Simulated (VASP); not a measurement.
# CdZn3S4 (ordered alloy cell): computed properties

All values below come from PBEsol GGA, VASP's PBE PAW potentials (set 64) (plane waves; VASP).

```
Property                                                                                                            Result
---------------------------------------------  ---------------------------------------------------------------------------
space group                                                                                                     P3m1 (156)
cell                                           a = 3.852 Å, b = 3.852 Å, c = 12.760 Å, α = 90.00°, β = 90.00°, γ = 120.00°
volume per atom                                                                                             20.49 Å^3/atom
band gap (over mesh and band path)                                                                                 1.54 eV
smallest direct gap (over mesh and band path)                                                                      1.54 eV
band-edge character                                                                                         direct, Γ to Γ
density                                                                                                         4.42 g/cm³
```

```cif
data_CdS4Zn3
_chemical_formula_sum 'Zn3 S4 Cd1'
_space_group_name_H-M_alt 'P3m1'
_space_group_IT_number 156
_space_group_name_Hall 'P 3 -2"'
_cell_length_a 3.85173
_cell_length_b 3.85173
_cell_length_c 12.76004
_cell_angle_alpha 90.000
_cell_angle_beta 90.000
_cell_angle_gamma 120.000
loop_
_atom_site_label
_atom_site_type_symbol
_atom_site_symmetry_multiplicity
_atom_site_Wyckoff_symbol
_atom_site_fract_x
_atom_site_fract_y
_atom_site_fract_z
_atom_site_occupancy
Zn1 Zn 1 c 0.66667 0.33333 0.24043 1
Zn2 Zn 1 b 0.33333 0.66667 0.00060 1
Zn3 Zn 1 c 0.66667 0.33333 0.75999 1
S1 S 1 c 0.66667 0.33333 0.42147 1
S2 S 1 b 0.33333 0.66667 0.18257 1
S3 S 1 c 0.66667 0.33333 0.94198 1
S4 S 1 b 0.33333 0.66667 0.70162 1
Cd1 Cd 1 b 0.33333 0.66667 0.50535 1
```

The structure was generated: CdZn3S4 was put into an ordered model structure (P3m1), which need not be its known phase. It was relaxed first. Symmetry was kept, so distortions that lower it aren't found.
